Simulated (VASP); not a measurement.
Input:

```yaml
crystal:
  lattice:
    - [0.00000, 2.18000, 2.18000]
    - [2.18000, 0.00000, 2.18000]
    - [2.18000, 2.18000, 0.00000]
  atoms:
    - { symbol: Si, position: [0.00000, 0.00000, 0.00000] }
    - { symbol: C, position: [0.25000, 0.25000, 0.25000] }
```

All values below come from G0W0 on PBE orbitals, VASP's PBE PAW potentials (set 64) (plane waves; VASP 6.6.1). Run with PREC = Normal, 500 eV cut-off, 4×4×4 Γ-centred mesh, Gaussian smearing of 0.010 eV, potentials Si_GW C_GW_new.

The mesh is coarse and the basis finite, so the quasiparticle values are not converged.

NBANDS = 320, ENCUTGW = 300 eV, NOMEGA = 64. The PBE levels (eV) that the step starts from are:

```json
[
 {"state": "k1 (0.00, 0.00, 0.00), band 1", "KS energy": "-6.81", "filling": "2"},
 {"state": "k1 (0.00, 0.00, 0.00), band 2", "KS energy": "8.61", "filling": "2"},
 {"state": "k1 (0.00, 0.00, 0.00), band 3", "KS energy": "8.61", "filling": "2"},
 {"state": "k1 (0.00, 0.00, 0.00), band 4", "KS energy": "8.61", "filling": "2"},
 {"state": "k1 (0.00, 0.00, 0.00), band 5", "KS energy": "14.82", "filling": "0"},
 {"state": "k1 (0.00, 0.00, 0.00), band 6", "KS energy": "15.85", "filling": "0"},
 {"state": "k1 (0.00, 0.00, 0.00), band 7", "KS energy": "15.85", "filling": "0"},
 {"state": "k1 (0.00, 0.00, 0.00), band 8", "KS energy": "15.85", "filling": "0"},
 {"state": "k2 (0.25, 0.00, 0.00), band 1", "KS energy": "-5.61", "filling": "2"},
 {"state": "k2 (0.25, 0.00, 0.00), band 2", "KS energy": "4.30", "filling": "2"},
 {"state": "k2 (0.25, 0.00, 0.00), band 3", "KS energy": "8.00", "filling": "2"},
 {"state": "k2 (0.25, 0.00, 0.00), band 4", "KS energy": "8.00", "filling": "2"},
 {"state": "k2 (0.25, 0.00, 0.00), band 5", "KS energy": "14.55", "filling": "0"},
 {"state": "k2 (0.25, 0.00, 0.00), band 6", "KS energy": "16.46", "filling": "0"},
 {"state": "k2 (0.25, 0.00, 0.00), band 7", "KS energy": "16.46", "filling": "0"},
 {"state": "k2 (0.25, 0.00, 0.00), band 8", "KS energy": "17.94", "filling": "0"},
 {"state": "k5 (0.50, 0.25, 0.00), band 1", "KS energy": "-2.85", "filling": "2"},
 {"state": "k5 (0.50, 0.25, 0.00), band 2", "KS energy": "1.53", "filling": "2"},
 {"state": "k5 (0.50, 0.25, 0.00), band 3", "KS energy": "4.64", "filling": "2"},
 {"state": "k5 (0.50, 0.25, 0.00), band 4", "KS energy": "6.29", "filling": "2"},
 {"state": "k5 (0.50, 0.25, 0.00), band 5", "KS energy": "12.29", "filling": "0"},
 {"state": "k5 (0.50, 0.25, 0.00), band 6", "KS energy": "16.55", "filling": "0"},
 {"state": "k5 (0.50, 0.25, 0.00), band 7", "KS energy": "19.05", "filling": "0"},
 {"state": "k5 (0.50, 0.25, 0.00), band 8", "KS energy": "19.07", "filling": "0"}
]
```

### Question
Give the quasiparticle energies and renormalisation factors Z.

### Answer

```
state                          QP energy (eV)     Z
-----------------------------  --------------  ----
k1 (0.00, 0.00, 0.00), band 1           -8.01  0.72
k1 (0.00, 0.00, 0.00), band 2            7.73  0.79
k1 (0.00, 0.00, 0.00), band 3            7.73  0.79
k1 (0.00, 0.00, 0.00), band 4            7.73  0.79
k1 (0.00, 0.00, 0.00), band 5           15.06  0.77
k1 (0.00, 0.00, 0.00), band 6           16.24  0.79
k1 (0.00, 0.00, 0.00), band 7           16.24  0.79
k1 (0.00, 0.00, 0.00), band 8           16.24  0.79
k2 (0.25, 0.00, 0.00), band 1           -6.79  0.74
k2 (0.25, 0.00, 0.00), band 2            3.27  0.76
k2 (0.25, 0.00, 0.00), band 3            7.09  0.78
k2 (0.25, 0.00, 0.00), band 4            7.09  0.78
k2 (0.25, 0.00, 0.00), band 5           14.84  0.79
k2 (0.25, 0.00, 0.00), band 6           16.85  0.79
k2 (0.25, 0.00, 0.00), band 7           16.85  0.79
k2 (0.25, 0.00, 0.00), band 8           18.30  0.76
k5 (0.50, 0.25, 0.00), band 1           -3.98  0.72
k5 (0.50, 0.25, 0.00), band 2            0.44  0.75
k5 (0.50, 0.25, 0.00), band 3            3.62  0.76
k5 (0.50, 0.25, 0.00), band 4            5.30  0.77
k5 (0.50, 0.25, 0.00), band 5           12.47  0.80
k5 (0.50, 0.25, 0.00), band 6           16.90  0.79
k5 (0.50, 0.25, 0.00), band 7           19.46  0.77
k5 (0.50, 0.25, 0.00), band 8           19.46  0.77
```
On the mesh the gap opens from 1.31 to 2.26 eV.

The compound is SiC in the zinc blende structure. The cell was not relaxed at this level. The k-mesh is coarse (spacing up to 0.62 per Å, 2π included), so the numbers may not be converged in it.
